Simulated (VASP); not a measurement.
Computed with PBEsol GGA, VASP's PBE PAW potentials (set 64) (plane waves; VASP).

A VASP calculation is set up with these files.

File POSCAR:
```
Ti3ZnN
1
    3.9596680000     0.0000000000     0.0000000000
    0.0000000000     3.9596680000     0.0000000000
    0.0000000000     0.0000000000     3.9596680000
Zn N Ti
1 1 3
Direct
  0.0000000000   0.0000000000   0.0000000000
  0.5000000000   0.5000000000   0.5000000000
  0.0000000000   0.5000000000   0.5000000000
  0.5000000000   0.5000000000   0.0000000000
  0.5000000000   0.0000000000   0.5000000000
```

### KPOINTS
```
Automatic mesh
0
Gamma
7 7 7
0 0 0
```

INCAR:
```
ALGO = Normal
EDIFF = 1E-6
ENCUT = 400
GGA = PS
ISIF = 2
ISMEAR = -1
LASPH = .True.
LCHARG = .False.
LMAXMIX = 4
LREAL = .False.
LWAVE = .False.
NELM = 100
PREC = Accurate
SIGMA = 0.1
SYSTEM = Ti3ZnN
```

POTCAR, in this order: Zn N Ti_sv (PBE.64 set). Program: vasp_std.

At this cut-off the stress carries a Pulay error, which pulls relaxed volumes low.

### Question
Estimate the energy per atom (σ→0), pressure, band gap (on the k-mesh).

### Answer

| Item | Result |
|---|---|
| energy per atom (σ→0) | -7.977 eV/atom |
| band gap (on the k-mesh) | none (metal, semimetal or under 0.01 eV) |
| pressure | 13.80 GPa |

OSZICAR:
```
...
DAV:   8    -0.399639224648E+02   -0.25432E-02   -0.92491E-01  1728   0.494E+00    0.200E+00
DAV:   9    -0.399462577553E+02    0.17665E-01   -0.49494E-01  1895   0.425E+00    0.878E-01
DAV:  10    -0.399398218252E+02    0.64359E-02   -0.56597E-02  1733   0.179E+00    0.328E-01
DAV:  11    -0.399393048300E+02    0.51700E-03   -0.50843E-03  1926   0.479E-01    0.127E-01
DAV:  12    -0.399393232750E+02   -0.18445E-04   -0.36518E-04  1725   0.140E-01    0.396E-02
DAV:  13    -0.399393157428E+02    0.75322E-05   -0.21660E-04  1750   0.900E-02    0.102E-02
DAV:  14    -0.399393160780E+02   -0.33522E-06   -0.97250E-06  1592   0.267E-02
   1 F= -.39939316E+02 E0= -.39887482E+02  d E =-.103668E+00
```

The structure was generated: Ti3ZnN was put into an ordered model structure, which need not be its known phase. The cell was not relaxed at this level. The run is one of a series of settings (GGA = PS, POTCAR Zn N Ti_sv (PBE.64 set) against the base run), some of them coarse on purpose. The electron count is odd and the run is not spin-polarised, which forces a metal.
